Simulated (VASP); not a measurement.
VASP input:

### POSCAR
```
GaAs
1.0
  0.0000000000   2.6299396988   2.6299396988
  2.6299396988   0.0000000000   2.6299396988
  2.6299396988   2.6299396988   0.0000000000
Ga As
1 1
Cart
  0.0000000000   0.0000000000   0.0000000000
  1.3149698494   1.3149698494   1.3149698494
```

KPOINTS:
```
Automatic mesh
0
Gamma
8 8 8
0 0 0
```

**INCAR**
```
ALGO  =  Normal
EDIFF  =  1E-7
EDIFFG  =  -0.01
ENCUT  =  480
GGA  =  PE
IBRION  =  2
ISIF  =  3
ISMEAR  =  0
LASPH  =  .TRUE.
LCHARG  =  .FALSE.
LMAXMIX  =  4
LREAL  =  .FALSE.
LWAVE  =  .FALSE.
NELM  =  100
NSW  =  40
PREC  =  Accurate
PSTRESS  =  300
SIGMA  =  0.05
SYSTEM  =  GaAs
```

POTCAR, in this order: Ga_d As (PBE.64 set). Program: vasp_std.

Problem. Write an equivalent input for Quantum ESPRESSO's pw.x.

Solution. One equivalent input (not run):
```
&CONTROL
  calculation = 'vc-relax'
  pseudo_dir = './pseudo'
  outdir = './out'
  tprnfor = .true.
  tstress = .true.
  nstep = 40
  forc_conv_thr = 0.00039
/
&SYSTEM
  ibrav = 0
  nat = 2
  ntyp = 2
  ecutwfc = 84
  occupations = 'smearing'
  smearing = 'gaussian'
  degauss = 0.003675
  input_dft = 'pbe'
/
&ELECTRONS
  conv_thr = 7.3e-09
  electron_maxstep = 100
/
&IONS
/
&CELL
  press = 300
/
ATOMIC_SPECIES
  Ga 69.723 Ga.upf
  As 74.922 As.upf
CELL_PARAMETERS angstrom
     0.0000000    2.6299397    2.6299397
     2.6299397   -0.0000000    2.6299397
     2.6299397    2.6299397    0.0000000
ATOMIC_POSITIONS crystal
  Ga   0.0000000  0.0000000  0.0000000
  As   0.2500000  0.2500000  0.2500000
K_POINTS automatic
  8 8 8 0 0 0
```
Limits of the translation: the potentials are each code's own (VASP's PAW set, PseudoDojo norm-conserving files in pw.x), so ENCUT and ecutwfc are chosen apart and not converted; conv_thr bounds pw.x's estimated SCF error, while EDIFF bounds the energy change between steps; forc_conv_thr acts on force components and is met together with etot_conv_thr.

The compound is GaAs in the zinc blende structure. It was relaxed first under an external pressure of 30 GPa.
